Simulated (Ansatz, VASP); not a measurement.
# KCeS2 in two plane-wave programs, part 2 of 2

One calculation is typed for both programs; each brings its own data sets and cutoff. How far apart do they land?

VASP 6.6.1 and Ansatz 0.2.0.

So far. Step 2 (Ansatz: single point, PBEsol, DFT+U): The run ends at a pressure of -1.00 GPa, with forces up to 0.025 eV/Å.

In doubt: a part-filled 4f shell, where there is one, can sit in one of many states, so energies may not be the lowest and differences between runs may mislead; derivatives with an open 4f shell can jump between states, which bears on forces and vibrations.

## 3. VASP: single point, PBEsol, DFT+U

Level of this step: PBEsol, DFT+U (Ce f 6 eV), spin-polarised from a ferromagnetic start (one magnetic atom a cell); plane waves and PAW (K_sv, Ce, S) (VASP).

The same cell, functional, mesh and smearing now go to VASP, with its own data sets and cutoff.

Lines of VASP's logs that name or quote its potential files are left out, and so is its time.

INCAR

```
SYSTEM = KCeS2
PREC = Accurate
ENCUT = 350
EDIFF = 1E-06
NELM = 150
ISMEAR = -1
SIGMA = 0.02
LREAL = .FALSE.
ALGO = Normal
GGA = PS
NBANDS = 24
ISPIN = 2
MAGMOM = 0 1 0 0
LDAU = .TRUE.
LDAUTYPE = 2
LDAUL = -1 3 -1
LDAUU = 0 6 0
LDAUJ = 0 0 0
LDAUPRINT = 1
LASPH = .TRUE.
LMAXMIX = 6
AMIX = 0.2
BMIX = 1E-04
AMIX_MAG = 0.8
BMIX_MAG = 1E-04
LORBIT = 11
LWAVE = .FALSE.
LCHARG = .TRUE.
KPAR = 4
```

POSCAR

```
KCeS2
1.0
    2.1179186841      1.2227809224      7.3250765712
   -2.1179186841      1.2227809224      7.3250765712
    0.0000000000     -2.4455618448      7.3250765712
K Ce S
1 1 2
Direct
    0.5000000000      0.5000000000      0.5000000000
    0.0000000000      0.0000000000      0.0000000000
    0.2638819200      0.2638819200      0.2638819200
    0.7361180800      0.7361180800      0.7361180800
```

KPOINTS

```
Automatic mesh
0
Gamma
6 6 6
0 0 0
```

Potentials, in the order of the species: K_sv, Ce and S (PBE family, release 64).

On the command line:

```
$ mpirun -np 4 vasp_std
```

Numbers of over 12 decimals in the logs are rounded to 6 here.

The program printed:

```text
[banner, memory and clock lines left out]
running    4 mpi-ranks, on    1 nodes
 distrk:  each k-point on    1 cores,    4 groups
 distr:  one band on    1 cores,    1 groups

 POSCAR found type information on POSCAR K CeS
 POSCAR found :  3 types and       4 ions
|                                                                             |
|               ----> ADVICE to this user running VASP <----                  |
|                                                                             |
|     You enforced a specific xc type in the INCAR file but a different       |
|     [... a line on the potential file left out ...]
|     I HOPE YOU KNOW WHAT YOU ARE DOING!                                     |
|                                                                             |

 LDA part: xc-table for (Slater+PW92), standard interpolation
 POSCAR, INCAR and KPOINTS ok, starting setup
 FFT: planning ... GRIDC
 FFT: planning ... GRID_SOFT
 FFT: planning ... GRID
 WAVECAR not read
 entering main loop
       N       E                     dE             d eps       ncg     rms          rms(c)
DAV:   1     0.280826838026E+03    0.28083E+03   -0.10666E+04  3072   0.101E+03
DAV:   2     0.145490131775E+02   -0.26628E+03   -0.24887E+03  3984   0.262E+02
DAV:   3    -0.206823211894E+02   -0.35231E+02   -0.34695E+02  4104   0.112E+02
DAV:   4    -0.229147470863E+02   -0.22324E+01   -0.22212E+01  5176   0.236E+01
DAV:   5    -0.230359070367E+02   -0.12116E+00   -0.12111E+00  4696   0.564E+00    0.111E+01
DAV:   6    -0.208709352306E+02    0.21650E+01   -0.69681E+00  4360   0.125E+01    0.687E+00
DAV:   7    -0.209969586545E+02   -0.12602E+00   -0.13795E+00  5232   0.512E+00    0.625E+00
DAV:   8    -0.217262535846E+02   -0.72929E+00   -0.49291E+00  4552   0.675E+00    0.530E+00
DAV:   9    -0.224612107182E+02   -0.73496E+00   -0.47785E-01  5168   0.446E+00    0.386E+00
DAV:  10    -0.224943461917E+02   -0.33135E-01   -0.49299E-01  5120   0.546E+00    0.208E+00
DAV:  11    -0.228701311550E+02   -0.37578E+00   -0.90052E-02  5248   0.303E+00    0.941E-01
DAV:  12    -0.228796049088E+02   -0.94738E-02   -0.15981E-02  4792   0.916E-01    0.547E-01
DAV:  13    -0.228735492273E+02    0.60557E-02   -0.29217E-02  4328   0.123E+00    0.221E-01
DAV:  14    -0.228771262234E+02   -0.35770E-02   -0.25821E-03  5032   0.412E-01    0.134E-01
[...]
DAV:  18    -0.228789554143E+02   -0.72306E-04   -0.10079E-04  5312   0.717E-02    0.256E-02
DAV:  19    -0.228790232003E+02   -0.67786E-04   -0.47937E-05  4760   0.511E-02    0.227E-02
DAV:  20    -0.228791318863E+02   -0.10869E-03   -0.25860E-04  4824   0.125E-01    0.182E-02
DAV:  21    -0.228791898164E+02   -0.57930E-04   -0.33852E-04  4856   0.137E-01    0.158E-02
DAV:  22    -0.228792294759E+02   -0.39659E-04   -0.10342E-04  4856   0.764E-02    0.897E-03
DAV:  23    -0.228792412319E+02   -0.11756E-04   -0.14633E-05  4384   0.266E-02    0.426E-03
DAV:  24    -0.228792444783E+02   -0.32464E-05   -0.24909E-06  3600   0.136E-02    0.192E-03
DAV:  25    -0.228792450626E+02   -0.58428E-06   -0.75701E-07  3504   0.705E-03
   1 F= -.22879245E+02 E0= -.22879245E+02  d E =-.770508E-11  mag=     1.0000
```

From OUTCAR (step 3):

```text
ion  position               nearest neighbor table
   1  0.500  0.500  0.500-   3 3.25   3 3.25   4 3.25   4 3.25   3 3.25   4 3.25
   2  0.000  0.000  0.000-   4 2.88   4 2.88   3 2.88   3 2.88   4 2.88   3 2.88
   3  0.264  0.264  0.264-   2 2.88   2 2.88   2 2.88   1 3.25   1 3.25   1 3.25
   4  0.736  0.736  0.736-   2 2.88   2 2.88   2 2.88   1 3.25   1 3.25   1 3.25

  LATTYP: Found a trigonal (rhomboedric) cell.
 ALAT       =     7.7225332314
 COS(alpha) =     0.8495718940

 Subroutine GETGRP returns: Found 12 space group operations
 (whereof 12 operations were pure point group operations)

The static configuration has the point symmetry D_3d.

 Found     32 irreducible k-points:

   k-points           NKPTS =     32   k-points in BZ     NKDIM =     32   number of bands    NBANDS=     24

   dimension x,y,z NGX =    48 NGY =   48 NGZ =   48
   dimension x,y,z NGXF=    96 NGYF=   96 NGZF=   96

   ENCUT  =  350.0 eV  25.72 Ry    5.07 a.u.  11.78 11.78 11.78*2*pi/ulx,y,z

   NELECT =      33.0000    total number of electrons

 k-points in reciprocal lattice and weights: Automatic mesh
   0.00000000  0.00000000  0.00000000       0.005
   0.16666667  0.00000000  0.00000000       0.028
   0.33333333  0.00000000 -0.00000000       0.028
   0.50000000 -0.00000000 -0.00000000       0.014
   0.16666667  0.16666667  0.00000000       0.028
   0.33333333  0.16666667 -0.00000000       0.056
   0.50000000  0.16666667 -0.00000000       0.056
  -0.33333333  0.16666667  0.00000000       0.056
  -0.16666667  0.16666667  0.00000000       0.028
[...]
-0.33333333  0.50000000  0.33333333       0.028
   0.50000000  0.50000000  0.50000000       0.005

atom =   2  type =  2  l = 3

 onsite density matrix

spin component  1

  0.4303  0.0000  0.0000  0.4772 -0.0000  0.0000  0.0000
  0.0000  0.0117 -0.0000 -0.0000  0.0028 -0.0000  0.0000
  0.0000 -0.0000  0.0046  0.0000  0.0000  0.0028 -0.0000
  0.4772 -0.0000  0.0000  0.5717  0.0000  0.0000  0.0000
 -0.0000  0.0028  0.0000  0.0000  0.0046 -0.0000  0.0000
  0.0000 -0.0000  0.0028  0.0000 -0.0000  0.0117  0.0000
  0.0000  0.0000 -0.0000  0.0000  0.0000  0.0000  0.0047

spin component  2

  0.0095  0.0000  0.0000 -0.0076 -0.0000 -0.0000  0.0000
  0.0000  0.0101 -0.0000 -0.0000  0.0023 -0.0000  0.0000
  0.0000 -0.0000  0.0042 -0.0000  0.0000  0.0023 -0.0000
 -0.0076 -0.0000 -0.0000  0.0064  0.0000  0.0000  0.0000
 -0.0000  0.0023  0.0000  0.0000  0.0042 -0.0000  0.0000
 -0.0000 -0.0000  0.0023  0.0000 -0.0000  0.0101  0.0000
  0.0000  0.0000 -0.0000  0.0000  0.0000  0.0000  0.0044

 occupancies and eigenvectors

  o =  0.0002  v =  0.0000  0.0000  0.0000  0.0000  0.0000  0.0000  0.0000 -0.6326  0.0000  0.0000 -0.7745 -0.0000  0.0000 -0.0000      0.0000  0.0000  0.0000  0.0000  0.0000  0.0000  0.0000  0.0000  0.0000  0.0000  0.0000  0.0000  0.0000  0.0000
  o =  0.0034  v =  0.0000  0.0000  0.0000  0.0000  0.0000  0.0000  0.0000  0.0000 -0.3300 -0.0000 -0.0000  0.9440  0.0000 -0.0000      0.0000  0.0000  0.0000  0.0000  0.0000  0.0000  0.0000  0.0000  0.0000  0.0000  0.0000  0.0000  0.0000  0.0000
  o =  0.0034  v =  0.0000  0.0000  0.0000  0.0000  0.0000  0.0000  0.0000 -0.0000 -0.0000  0.9440  0.0000  0.0000 -0.3300  0.0000      0.0000  0.0000  0.0000  0.0000  0.0000  0.0000  0.0000  0.0000  0.0000  0.0000  0.0000  0.0000  0.0000  0.0000
  o =  0.0036  v =  0.0000 -0.3315 -0.0000 -0.0000  0.9434  0.0000 -0.0000  0.0000  0.0000  0.0000  0.0000  0.0000  0.0000  0.0000      0.0000  0.0000  0.0000  0.0000  0.0000  0.0000  0.0000  0.0000  0.0000  0.0000  0.0000  0.0000  0.0000  0.0000
  o =  0.0036  v = -0.0000 -0.0000  0.9434  0.0000  0.0000 -0.3315 -0.0000  0.0000  0.0000  0.0000  0.0000  0.0000  0.0000  0.0000      0.0000  0.0000  0.0000  0.0000  0.0000  0.0000  0.0000  0.0000  0.0000  0.0000  0.0000  0.0000  0.0000  0.0000
[...]
o =  0.0047  v =  0.0000 -0.0000 -0.0000 -0.0000  0.0000  0.0000  1.0000  0.0000  0.0000  0.0000  0.0000  0.0000  0.0000  0.0000      0.0000  0.0000  0.0000  0.0000  0.0000  0.0000  0.0000  0.0000  0.0000  0.0000  0.0000  0.0000  0.0000  0.0000
  o =  0.0109  v =  0.0000  0.0000  0.0000  0.0000  0.0000  0.0000  0.0000 -0.0000 -0.9440 -0.0000  0.0000 -0.3300 -0.0001 -0.0000      0.0000  0.0000  0.0000  0.0000  0.0000  0.0000  0.0000  0.0000  0.0000  0.0000  0.0000  0.0000  0.0000  0.0000
  o =  0.0109  v =  0.0000  0.0000  0.0000  0.0000  0.0000  0.0000  0.0000  0.0000 -0.0001  0.3300 -0.0000 -0.0000  0.9440 -0.0000      0.0000  0.0000  0.0000  0.0000  0.0000  0.0000  0.0000  0.0000  0.0000  0.0000  0.0000  0.0000  0.0000  0.0000
  o =  0.0127  v =  0.0000  0.9434  0.0000 -0.0000  0.3315  0.0001  0.0000  0.0000  0.0000  0.0000  0.0000  0.0000  0.0000  0.0000      0.0000  0.0000  0.0000  0.0000  0.0000  0.0000  0.0000  0.0000  0.0000  0.0000  0.0000  0.0000  0.0000  0.0000
  o =  0.0127  v =  0.0000 -0.0001  0.3315 -0.0000 -0.0000  0.9434 -0.0000  0.0000  0.0000  0.0000  0.0000  0.0000  0.0000  0.0000      0.0000  0.0000  0.0000  0.0000  0.0000  0.0000  0.0000  0.0000  0.0000  0.0000  0.0000  0.0000  0.0000  0.0000
  o =  0.0157  v =  0.0000  0.0000  0.0000  0.0000  0.0000  0.0000  0.0000 -0.7745 -0.0000  0.0000  0.6326  0.0000  0.0000  0.0000      0.0000  0.0000  0.0000  0.0000  0.0000  0.0000  0.0000  0.0000  0.0000  0.0000  0.0000  0.0000  0.0000  0.0000
  o =  0.0186  v = -0.7572  0.0000  0.0000  0.6532  0.0000  0.0000  0.0000  0.0000  0.0000  0.0000  0.0000  0.0000  0.0000  0.0000      0.0000  0.0000  0.0000  0.0000  0.0000  0.0000  0.0000  0.0000  0.0000  0.0000  0.0000  0.0000  0.0000  0.0000
  o =  0.9834  v = -0.6532 -0.0000 -0.0000 -0.7572  0.0000 -0.0000 -0.0000  0.0000  0.0000  0.0000  0.0000  0.0000  0.0000  0.0000      0.0000  0.0000  0.0000  0.0000  0.0000  0.0000  0.0000  0.0000  0.0000  0.0000  0.0000  0.0000  0.0000  0.0000

 average (electrostatic) potential at core
       1 -33.5431       2 -79.7999       3 -87.1868       4 -87.1868

 E-fermi :   2.5931

 spin component 1
 k-point     1 :       0.0000    0.0000    0.0000
  band No.  band energies     occupation
    ...
     13       0.5972      1.00000
     14       1.0838      1.00000
     15       1.9617      1.00000
     16       2.1580      1.00000
     17       2.1580      1.00000
     18       5.5839      0.00000
     19       5.5839      0.00000
     20       5.9810      0.00000
     21       6.0966      0.00000
     22       7.1971      0.00000
    ...

 k-point     2 :       0.1667    0.0000    0.0000
  band No.  band energies     occupation
    ...
     13       0.7140      1.00000
     14       1.1142      1.00000
     15       1.4074      1.00000
     16       1.9585      1.00000
     17       2.0255      1.00000
     18       5.3997      0.00000
     19       5.9855      0.00000
     20       6.2438      0.00000
     21       6.6057      0.00000
     22       6.8927      0.00000
    ...

 k-point     3 :       0.3333    0.0000   -0.0000
  band No.  band energies     occupation
    ...
     13       0.8566      1.00000
     14       0.9786      1.00000
     15       1.1756      1.00000
     16       1.7544      1.00000
     17       1.7848      1.00000
     18       5.0762      0.00000
     19       6.4941      0.00000
     20       6.6489      0.00000
     21       6.6847      0.00000
     22       7.1638      0.00000
    ...

 k-point     4 :       0.5000   -0.0000   -0.0000
  band No.  band energies     occupation
    ...
     13       0.9179      1.00000
     14       0.9369      1.00000
     15       1.1744      1.00000
     16       1.4939      1.00000
     17       1.7487      1.00000
     18       4.9321      0.00000
     19       6.6643      0.00000
     20       6.8128      0.00000
     21       7.0121      0.00000
     22       7.1793      0.00000
    ...

 k-point     5 :       0.1667    0.1667    0.0000
  band No.  band energies     occupation
    ...
     13       0.7348      1.00000
     14       1.1155      1.00000
     15       1.3804      1.00000
     16       1.9203      1.00000
     17       1.9959      1.00000
     18       5.4077      0.00000
     19       5.9590      0.00000
     20       6.2021      0.00000
     21       6.8038      0.00000
     22       6.8520      0.00000
    ...

 k-point     6 :       0.3333    0.1667   -0.0000
  band No.  band energies     occupation
    ...
     13       0.6710      1.00000
     14       1.1391      1.00000
     15       1.1935      1.00000
     16       1.5005      1.00000
     17       1.9531      1.00000
     18       5.5676      0.00000
     19       5.7191      0.00000
     20       6.6704      0.00000
     21       6.8009      0.00000
     22       7.0663      0.00000
    ...

  Total       -0.5670841     -0.5670841     -0.5230922      0.0000000     -0.0000000      0.0000000
  in kB       -7.9824588     -7.9824588     -7.3632145      0.0000000     -0.0000000      0.0000000
  external PRESSURE =      -7.7760441 kB  Pullay stress =       0.0000000 kB

  energy-cutoff  :      350.00
  volume of cell :      113.82
      direct lattice vectors                 reciprocal lattice vectors
     2.117918684  1.222780922  7.325076571     0.236080830  0.136301331  0.045505781
    -2.117918684  1.222780922  7.325076571    -0.236080830  0.136301331  0.045505781
     0.000000000 -2.445561845  7.325076571     0.000000000 -0.272602661  0.045505781

 POSITION                                       TOTAL-FORCE (eV/Angst)
 -----------------------------------------------------------------------------------
      0.00000      0.00000     10.98761        -0.000000      0.000000     -0.000000
      0.00000      0.00000      0.00000         0.000000      0.000000     -0.000000
      0.00000      0.00000      5.79887         0.000000     -0.000000     -0.018520
      0.00000      0.00000     16.17636         0.000000     -0.000000      0.018520
 -----------------------------------------------------------------------------------
    total drift:                               -0.000000     -0.000000     -0.000000

  FREE ENERGIE OF THE ION-ELECTRON SYSTEM (eV)
  ---------------------------------------------------
  free  energy   TOTEN  =       -22.8792450626 eV

  energy  without entropy=      -22.8792450626  energy(sigma->0) =      -22.87924506

 total charge
# of ion       s       p       d       f       tot
--------------------------------------------------
    1        1.958   5.566   0.031   0.000   7.555
    2        2.003   5.735   0.654   1.084   9.476
    3        1.319   2.418   0.000   0.000   3.737
    4        1.319   2.418   0.000   0.000   3.737
--------------------------------------------------
tot          6.599  16.136   0.685   1.084  24.504

 magnetization (x)
# of ion       s       p       d       f       tot
--------------------------------------------------
    1       -0.000  -0.000  -0.000   0.000  -0.000
    2       -0.002  -0.005   0.010   0.989   0.992
    3       -0.001  -0.009   0.000   0.000  -0.009
    4       -0.001  -0.009   0.000   0.000  -0.009
--------------------------------------------------
tot         -0.003  -0.023   0.010   0.989   0.973

[... 6 further parts left out ...]
```

DFT+U on an f shell has many metastable occupations, and no search among them was made.

## 4. Side by side

Known differences besides the potentials themselves: U acts on the PAW sphere in VASP and on atomic orbitals in Ansatz, so only states and trends compare; the cutoff is 420 eV in Ansatz and 350 eV in VASP; Ansatz makes its cores anew for this functional, VASP keeps those of its PBE data sets; site moments are counted in spheres of each program's own size. Total energies have different zeros and are not compared.

The two programs side by side:

```tsv
quantity	Ansatz	VASP	difference
pressure (GPa)	-1.00	-0.78	-0.22
gap on the k mesh (eV)	2.264	2.288	-0.023
total moment (μB)	1.00	1.00	0.00
moment on Ce2 (μB)	0.98	0.99	-0.02
```

At this near-relaxed geometry the largest component of a force difference is 43 meV/Å. A gap on the mesh is an upper bound, since the band edges may lie between its points.

## 5. What came out

```yaml
difference_in_gap_on_the_k_mesh_single_point_pbesol_dft_u: -0.023 eV
r_m_s_force_difference_single_point_pbesol_dft_u: 18 meV/Å
```

In words: The r.m.s. force difference is 18 meV/Å (single point, PBEsol, DFT+U). How closely two codes agree says nothing of how well the functional describes the real material.

[Lines on the potential files, build, host, timing and source positions are cut from VASP's logs without a mark.]

[Logs are printed without paths, hosts, clocks, repeated set-up lines and the standing remarks that a program may print on its own settings, such as how far it seeks lower states.]

[Hosts, paths, dates, database ids (printed as entryN), source tags and the programs' standing remarks are cut or masked in the printed files.]
